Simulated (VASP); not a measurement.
# LiLaTeS: structure and properties in VASP, part 2 of 5

Aim: relax LiLaTeS, then compute properties on the relaxed cell. The cell is invented: it takes the structure of a Materials Project entry for LiPrS2 (space group 123 there), with some of its atoms replaced by other elements, volume scaled by an estimate. It may not be a known or stable phase.

VASP 6.6.1, plane waves and PAW; the level of theory is named at each step.

Still holding for the runs below: The k-mesh is coarse for a metal.

So far: The structure; Rough relaxation of the start cell.

### 2. Rough relaxation of the start cell (continued)

Level of this step: LDA; plane waves and PAW (La, Te, S, Li_sv); invented cell (VASP).

The steps of the relaxation:

| step | energy less that of the first step (eV) | largest force (eV/Å) | pressure (GPa) | volume (Å³) |
| --- | --- | --- | --- | --- |
| 1 | 0.0000 | 0.0000 | 0.75 | 105.21 |
| 2 | 0.4376 | 0.0000 | -0.15 | 106.61 |
| 3 | -0.3722 | 0.0000 | -2.02 | 106.71 |
| 4 | -0.4353 | 0.0000 | -2.21 | 106.67 |
| 5 | -0.4360 | 0.0000 | -2.16 | 106.64 |
| 6 | -0.4543 | 0.0000 | 0.81 | 101.36 |
| 7 | -0.4614 | 0.0000 | 0.11 | 103.11 |
| 8 | -0.4608 | 0.0000 | -0.46 | 103.62 |
| 9 | -0.4611 | 0.0000 | -0.46 | 103.42 |
| 10 | -0.4613 | 0.0000 | -0.37 | 103.27 |
| 11 | -0.4613 | 0.0000 | -0.32 | 103.19 |
| 12 | -0.4645 | 0.0000 | -0.13 | 102.68 |

```
conventional cell, symmetrised  before  after  change
                         a (Å)   4.262  4.060  -4.7 %
                         b (Å)   4.262  4.060  -4.7 %
                         c (Å)   5.794  6.230  +7.5 %
              volume (Å³/atom)   26.30  25.67  -2.4 %
```

Final coordinates:

```xyz
4
Lattice="4.0596 0.0000 0.0000 0.0000 4.0596 0.0000 0.0000 0.0000 6.2304" Properties=species:S:1:pos:R:3 pbc="T T T"
La    2.0298    2.0298    3.1152
Te    2.0298    2.0298    0.0000
S     0.0000    0.0000    3.1152
Li    0.0000    0.0000    0.0000
```

Numbers from this step:

* electrons: 26
* bands: 19
* irreducible k-points: 12
* symmetry operations: 16
* free energy (TOTEN): -22.31 eV
* energy at zero smearing: -22.30 eV
* Fermi energy: 5.520 eV
* pressure: -0.1294 GPa
* metallic: yes
* SCF cycles over all ionic steps: 246

It ends with forces that vanish by symmetry and a pressure of -0.13 GPa.

### 3. Full relaxation (LDA)

Properties are meant for the cell that this level of theory prefers, so cell and atoms are relaxed first (ISIF = 3) until forces and stress are small; EDIFFG sets the threshold.

INCAR reads:

```
SYSTEM = LiLaTeS
PREC = Accurate
ENCUT = 650
EDIFF = 1E-06
NELM = 100
ISMEAR = -1
SIGMA = 0.05
LREAL = .FALSE.
ALGO = Normal
GGA = CA
NBANDS = 19
LORBIT = 11
LWAVE = .FALSE.
LCHARG = .FALSE.
KPAR = 2
IBRION = 2
NSW = 60
ISIF = 3
EDIFFG = -0.01
```

POSCAR reads:

```
LiLaTeS
1.0
    4.0596054362      0.0000000000      0.0000000000
    0.0000000000      4.0596054362      0.0000000000
    0.0000000000      0.0000000000      6.2303984974
La Te S Li
1 1 1 1
Direct
    0.5000000000      0.5000000000      0.5000000000
    0.5000000000      0.5000000000      0.0000000000
    0.0000000000      0.0000000000      0.5000000000
    0.0000000000      0.0000000000      0.0000000000
```

KPOINTS reads:

```
Automatic mesh
0
Gamma
6 6 4
0 0 0
```

The projector-augmented-wave data sets are La, Te, S and Li_sv (LDA family, release 64).

Started as:

```console
$ mpirun -np 2 vasp_std
```

The log of the run:

```text
[... set-up lines as in an earlier step ...]
 entering main loop
       N       E                     dE             d eps       ncg     rms          rms(c)
DAV:   1     0.232324695326E+03    0.23232E+03   -0.10898E+04  1140   0.188E+03
DAV:   2     0.253369902565E+02   -0.20699E+03   -0.19622E+03  1541   0.286E+02
DAV:   3    -0.196279730058E+02   -0.44965E+02   -0.41686E+02  1776   0.146E+02
DAV:   4    -0.225377840113E+02   -0.29098E+01   -0.28959E+01  1943   0.398E+01
DAV:   5    -0.226838884130E+02   -0.14610E+00   -0.14599E+00  1796   0.757E+00    0.568E+00
DAV:   6    -0.223543720455E+02    0.32952E+00   -0.12033E+00  1654   0.558E+00    0.395E+00
DAV:   7    -0.223144776066E+02    0.39894E-01   -0.21970E-01  2125   0.326E+00    0.181E+00
DAV:   8    -0.223123015378E+02    0.21761E-02   -0.29004E-02  1992   0.145E+00    0.279E-01
DAV:   9    -0.223115444289E+02    0.75711E-03   -0.47109E-03  1954   0.718E-01    0.110E-01
DAV:  10    -0.223115424639E+02    0.19650E-05   -0.57693E-04  1720   0.118E-01    0.523E-02
DAV:  11    -0.223115501663E+02   -0.77024E-05   -0.76395E-05  2200   0.746E-02    0.282E-02
DAV:  12    -0.223115508979E+02   -0.73157E-06   -0.14141E-05  1816   0.217E-02    0.886E-03
DAV:  13    -0.223115513360E+02   -0.43807E-06   -0.14488E-06  1328   0.803E-03
   1 F= -.22311551E+02 E0= -.22307282E+02  d E =-.223116E+02
 curvature:   0.00 expect dE= 0.000E+00 dE for cont linesearch  0.000E+00
 trial: gam= 0.00000 g(F)=  0.000E+00 g(S)=  0.334E-02 ort = 0.000E+00 (trialstep = 0.100E+01)
 search vector abs. value=  0.334E-02
 bond charge predicted
       N       E                     dE             d eps       ncg     rms          rms(c)
DAV:   1    -0.223214247726E+02   -0.98739E-02   -0.30560E-01  1590   0.824E+00    0.371E-01
DAV:   2    -0.223161133764E+02    0.53114E-02   -0.18571E-02  1694   0.129E+00    0.204E-01
DAV:   3    -0.223136341779E+02    0.24792E-02   -0.89867E-03  1823   0.819E-01    0.664E-02
DAV:   4    -0.223135436572E+02    0.90521E-04   -0.74315E-04  1601   0.195E-01    0.510E-02
DAV:   5    -0.223135213501E+02    0.22307E-04   -0.22258E-04  1816   0.903E-02    0.218E-02
DAV:   6    -0.223135173150E+02    0.40351E-05   -0.61217E-05  1895   0.719E-02    0.123E-02
DAV:   7    -0.223135148195E+02    0.24955E-05   -0.73438E-06  1570   0.169E-02    0.725E-03
DAV:   8    -0.223135141405E+02    0.67903E-06   -0.50001E-06  1530   0.124E-02
   2 F= -.22313514E+02 E0= -.22310005E+02  d E =-.196280E-02
 trial-energy change:   -0.001963  1 .order   -0.001979   -0.003342   -0.000615
 step:   1.2356(harm=  1.2255)  dis= 0.00000  next Energy=   -22.313586 (dE=-0.204E-02)
 bond charge predicted
       N       E                     dE             d eps       ncg     rms          rms(c)
DAV:   1    -0.223140082173E+02   -0.49340E-03   -0.17397E-02  1642   0.195E+00    0.894E-02
DAV:   2    -0.223136935568E+02    0.31466E-03   -0.94417E-04  1747   0.294E-01    0.472E-02
DAV:   3    -0.223135637856E+02    0.12977E-03   -0.38747E-04  1855   0.170E-01    0.144E-02
DAV:   4    -0.223135599085E+02    0.38771E-05   -0.28494E-05  1534   0.329E-02    0.991E-03
DAV:   5    -0.223135589223E+02    0.98621E-06   -0.10163E-05  1872   0.170E-02    0.395E-03
DAV:   6    -0.223135588248E+02    0.97580E-07   -0.51488E-07   910   0.862E-03
   3 F= -.22313559E+02 E0= -.22310231E+02  d E =-.200749E-02
 curvature:  -0.61 expect dE=-0.898E-05 dE for cont linesearch -0.451E-05
 trial: gam= 0.00000 g(F)=  0.170E-63 g(S)=  0.147E-04 ort =-0.157E-03 (trialstep = 0.105E+01)
 search vector abs. value=  0.147E-04
 reached required accuracy - stopping structural energy minimisation
```

The job ended after 44 s (2 MPI ranks of Intel Xeon 6975P-C (Granite Rapids), shared host; peak memory 0.57 GiB; 86 s of CPU time).

Parts of OUTCAR (step 3):

```text
  LATTYP: Found a simple tetragonal cell.
 ALAT       =     4.0596054362
 C/A-ratio  =     1.5347300607

The static configuration has the point symmetry D_4h.

 Found     30 irreducible k-points:

   k-points           NKPTS =     30   k-points in BZ     NKDIM =     30   number of bands    NBANDS=     19

   dimension x,y,z NGX =    36 NGY =   36 NGZ =   54
   dimension x,y,z NGXF=    72 NGYF=   72 NGZF=  108

   ENCUT  =  650.0 eV  47.77 Ry    6.91 a.u.   8.44  8.44 12.95*2*pi/ulx,y,z

   NELECT =      26.0000    total number of electrons

 E-fermi :   5.5604

 k-point     1 :       0.0000    0.0000    0.0000
  band No.  band energies     occupation
    ...
     10       3.3209      2.00000
     11       4.7202      2.00000
     12       5.0557      1.99992
     13       5.0847      1.99985
     14       5.0847      1.99985
     15       7.5172      0.00000
     16       7.7280      0.00000
     17       7.8791      0.00000
     18       7.8791      0.00000
     19       7.9963      0.00000

 k-point     2 :       0.1667    0.0000    0.0000
  band No.  band energies     occupation
    ...
      9       2.6102      2.00000
     10       2.8475      2.00000
     11       4.2203      2.00000
     12       4.6560      2.00000
     13       5.2075      1.99828
     14       5.7116      0.09271
     15       7.3972      0.00000
     16       7.6690      0.00000
     17       7.7664      0.00000
     18       7.8301      0.00000
    ...

  Total       -0.0244191     -0.0244191      0.0049581      0.0000000      0.0000000      0.0000000
  in kB       -0.3808841     -0.3808841      0.0773359      0.0000000      0.0000000      0.0000000
  external PRESSURE =      -0.2281441 kB  Pullay stress =       0.0000000 kB

  energy-cutoff  :      650.00
  volume of cell :      102.72
      direct lattice vectors                 reciprocal lattice vectors
     4.073156299  0.000000000  0.000000000     0.245509852  0.000000000 -0.000000000
     0.000000000  4.073156299  0.000000000     0.000000000  0.245509852  0.000000000
     0.000000000  0.000000000  6.191360107    -0.000000000  0.000000000  0.161515399

 POSITION                                       TOTAL-FORCE (eV/Angst)
 -----------------------------------------------------------------------------------
      2.03658      2.03658      3.09568         0.000000      0.000000      0.000000
      2.03658      2.03658      0.00000        -0.000000      0.000000      0.000000
      0.00000      0.00000      3.09568        -0.000000      0.000000      0.000000
      0.00000      0.00000      0.00000        -0.000000      0.000000      0.000000
 -----------------------------------------------------------------------------------
    total drift:                                0.000000      0.000000      0.000000

  FREE ENERGIE OF THE ION-ELECTRON SYSTEM (eV)
  ---------------------------------------------------
  free  energy   TOTEN  =       -22.3135588248 eV

  energy  without entropy=      -22.3069024987  energy(sigma->0) =      -22.31023066

 total charge
# of ion       s       p       d       f       tot
--------------------------------------------------
    1        2.036   5.660   0.647   0.198   8.540
    2        1.357   2.152   0.010   0.000   3.519
    3        1.328   2.427   0.000   0.000   3.755
    4        2.009   0.050   0.000   0.000   2.059
--------------------------------------------------
tot          6.730  10.288   0.657   0.198  17.873

[... 2 parts as in an earlier step ...]

[... 7 further parts left out ...]
```

Step by step:

```
step  energy less that of the first step (eV)  largest force (eV/Å)  pressure (GPa)  volume (Å³)
   1                                   0.0000                0.0000            0.01       102.68
   2                                  -0.0020                0.0000           -0.02       102.71
   3                                  -0.0020                0.0000           -0.02       102.72
```

```
conventional cell, symmetrised  before  after  change
                         a (Å)   4.060  4.073  +0.3 %
                         b (Å)   4.060  4.073  +0.3 %
                         c (Å)   6.230  6.191  -0.6 %
              volume (Å³/atom)   25.67  25.68  +0.0 %
```

The relaxed structure:

```xyz
4
Lattice="4.0732 0.0000 0.0000 0.0000 4.0732 0.0000 0.0000 0.0000 6.1914" Properties=species:S:1:pos:R:3 pbc="T T T"
La    2.0366    2.0366    3.0957
Te    2.0366    2.0366    0.0000
S     0.0000    0.0000    3.0957
Li    0.0000    0.0000    0.0000
```

Numbers from this step:

| Quantity | Value |
| --- | --- |
| irreducible k-points | 30 |
| energy at zero smearing | -22.31 eV |
| Fermi energy | 5.560 eV |
| pressure | -0.02281 GPa |
| SCF cycles over all ionic steps | 27 |

It ends with forces that vanish by symmetry and a pressure of -0.02 GPa.

(Part 2 of 5 ends here.)

[Lines on the potential files, build, host, timing and source positions are cut from VASP's logs without a mark.]

[Logs are printed without paths, hosts, clocks, repeated set-up lines and the standing remarks that a program may print on its own settings, such as how far it seeks lower states.]

[Hosts, paths, dates, database ids (printed as entryN), source tags and the programs' standing remarks are cut or masked in the printed files.]

[A measured line is paired with the nearest computed mode of its activity, which favours agreement.]
